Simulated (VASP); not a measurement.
Output of a VASP run:

File OSZICAR:
```
       N       E                     dE             d eps       ncg     rms          rms(c)
DAV:   1     0.502485199979E+03    0.50249E+03   -0.80048E+07  2964   0.148E+08
DAV:   2    -0.857079836410E+05   -0.86210E+05   -0.83182E+05  5872   0.978E+02
DAV:   3    -0.461855251679E+03    0.85246E+05   -0.39715E+04  5016   0.168E+04
DAV:   4    -0.497037018116E+04   -0.45085E+04   -0.48117E+04  5544   0.864E+02
DAV:   5    -0.119936353883E+04    0.37710E+04   -0.25232E+04  5150   0.268E+03    0.748E+01
DAV:   6    -0.865915866562E+01    0.11907E+04   -0.18409E+03  3358   0.418E+02    0.150E+01
DAV:   7    -0.168239233520E+02   -0.81648E+01   -0.76861E+01  3840   0.819E+01    0.128E+01
DAV:   8    -0.163510411547E+02    0.47288E+00   -0.90688E+00  4670   0.215E+01    0.389E+00
DAV:   9    -0.172006742809E+02   -0.84963E+00   -0.73110E+00  4688   0.202E+01    0.795E+00
DAV:  10    -0.152486481109E+02    0.19520E+01   -0.33719E+00  3389   0.224E+01    0.169E+00
DAV:  11    -0.167050112382E+02   -0.14564E+01   -0.98209E-01  3164   0.131E+01    0.100E+00
DAV:  12    -0.167065577718E+02   -0.15465E-02   -0.27486E-02  4281   0.142E+00    0.724E-01
DAV:  13    -0.166268553594E+02    0.79702E-01   -0.88486E-02  3009   0.448E+00    0.357E-01
DAV:  14    -0.167143812700E+02   -0.87526E-01   -0.70222E-02  2979   0.409E+00    0.319E-01
DAV:  15    -0.167119501053E+02    0.24312E-02   -0.15319E-03  3883   0.454E-01    0.251E-01
DAV:  16    -0.167135695740E+02   -0.16195E-02   -0.39051E-04  3449   0.253E-01    0.157E-01
DAV:  17    -0.167133802825E+02    0.18929E-03   -0.19891E-04  4525   0.136E-01    0.885E-02
DAV:  18    -0.167133788367E+02    0.14457E-05   -0.26355E-04  3715   0.135E-01    0.153E-02
DAV:  19    -0.167133858393E+02   -0.70026E-05   -0.34758E-05  3575   0.701E-02    0.150E-02
DAV:  20    -0.167133938229E+02   -0.79836E-05   -0.60989E-06  3335   0.330E-02    0.316E-03
DAV:  21    -0.167133904122E+02    0.34106E-05   -0.12888E-06  4255   0.142E-02    0.133E-03
DAV:  22    -0.167133914451E+02   -0.10328E-05   -0.11003E-07  2193   0.453E-03    0.973E-04
DAV:  23    -0.167133906507E+02    0.79439E-06   -0.33785E-08  1762   0.203E-03    0.591E-04
DAV:  24    -0.167133906646E+02   -0.13928E-07   -0.13863E-08  1692   0.919E-04
   1 F= -.16713391E+02 E0= -.16713391E+02  d E =0.000000E+00
       N       E                     dE             ncg
```

OUTCAR:
```
------------------------ aborting loop because EDIFF is reached ----------------------------------------
  FORCE on cell =-STRESS in cart. coord.  units (eV):
  Direction    XX          YY          ZZ          XY          YZ          ZX
  --------------------------------------------------------------------------------------
  Total        0.0648668      0.0648668     -0.1409385      0.0000000     -0.0000000      0.0000000
  in kB        3.4152218      3.4152229     -7.4203798      0.0000000     -0.0000000      0.0000000
  external PRESSURE =      -0.1966450 kB  Pullay stress =       0.0000000 kB
  volume of cell :       30.43
      direct lattice vectors                 reciprocal lattice vectors
     1.580324322 -2.737202484  0.000000000     0.316390752 -0.182668255  0.000000000
     1.580324322  2.737202484  0.000000000     0.316390752  0.182668255  0.000000000
     0.000000000  0.000000000  3.517474267     0.000000000  0.000000000  0.284294901
 POSITION                                       TOTAL-FORCE (eV/Angst)
 -----------------------------------------------------------------------------------
      0.00000      0.00000      0.00000         0.000000      0.000000     -0.000000
      1.58032      0.91240      1.75874         0.000000     -0.000000     -0.000000
      1.58032     -0.91240      1.75874        -0.000000      0.000000      0.000000
 -----------------------------------------------------------------------------------
    total drift:                                0.000000     -0.000000      0.000000
  FREE ENERGIE OF THE ION-ELECTRON SYSTEM (eV)
  ---------------------------------------------------
  free  energy   TOTEN  =       -16.7133906646 eV

  energy  without entropy=      -16.7133906646  energy(sigma->0) =      -16.71339066

 total charge

# of ion       s       p       d       tot
------------------------------------------
    1        2.165   6.023   1.757   9.945
    2        0.678   1.242   0.000   1.920
    3        0.678   1.242   0.000   1.920
--------------------------------------------------
tot          3.521   8.506   1.757  13.785

 Electric field gradients after diagonalization (V/A^2)
 (convention: |V_zz| > |V_xx| > |V_yy|)
----------------------------------------------------------------------
 ion       V_xx      V_yy      V_zz     asymmetry (V_yy - V_xx)/ V_zz
----------------------------------------------------------------------
   1     -21.707   -21.703    43.410       0.000
   2      -0.769    -0.769     1.538       0.000
   3      -0.769    -0.769     1.538       0.000
```
(Selected blocks of OUTCAR.)

### POSCAR
```
ZrB2
1
    1.5803243221    -2.7372024840     0.0000000000
    1.5803243221     2.7372024840    -0.0000000000
   -0.0000000000    -0.0000000000     3.5174742675
Zr B
1 2
Direct
  0.0000000000   0.0000000000   0.0000000000
  0.3333330000   0.6666670000   0.5000000000
  0.6666670000   0.3333330000   0.5000000000
```

Problem. Reconstruct the remaining input files.

Solution. One answer among several that fit: the input of the run itself, revTPSS meta-GGA, plane waves, VASP's PBE PAW potentials (set 64).

KPOINTS_OPT:
```
k-points along high-symmetry lines
6
Line-mode
Reciprocal
  0.000000   0.000000   0.000000 ! GAMMA
 -0.000000   0.500000   0.000000 ! M

 -0.000000   0.500000   0.000000 ! M
 -0.333333   0.666667   0.000000 ! K

 -0.333333   0.666667   0.000000 ! K
  0.000000   0.000000   0.000000 ! GAMMA

  0.000000   0.000000   0.000000 ! GAMMA
  0.000000   0.000000   0.500000 ! A

  0.000000   0.000000   0.500000 ! A
 -0.000000   0.500000   0.500000 ! L

 -0.000000   0.500000   0.500000 ! L
 -0.333333   0.666667   0.500000 ! H

 -0.333333   0.666667   0.500000 ! H
  0.000000   0.000000   0.500000 ! A

 -0.000000   0.500000   0.500000 ! L
 -0.000000   0.500000   0.000000 ! M

 -0.333333   0.666667   0.500000 ! H
 -0.333333   0.666667   0.000000 ! K
```

KPOINTS:
```
kpoints
0
Gamma
  12 12 10
0 0 0
```

**INCAR**
```
SYSTEM = ZrB2
PREC = Accurate
ENCUT = 520
EDIFF = 1E-7
NELM = 100
ALGO = Normal
LREAL = .FALSE.
LASPH = .TRUE.
ISMEAR = -5
METAGGA = RTPSS
LMIXTAU = .TRUE.
LMAXMIX = 4
LWAVE = .FALSE.
LCHARG = .FALSE.
LORBIT = 11
NEDOS = 601
ISIF = 2
LEFG = .TRUE.
```

POTCAR, in this order: Zr_sv B (PBE.64 set). Program: vasp_std.

For a metal the tetrahedron method with Blöchl corrections gives inexact stress and forces.

The compound is ZrB2 in the AlB2 type structure. It was relaxed first.
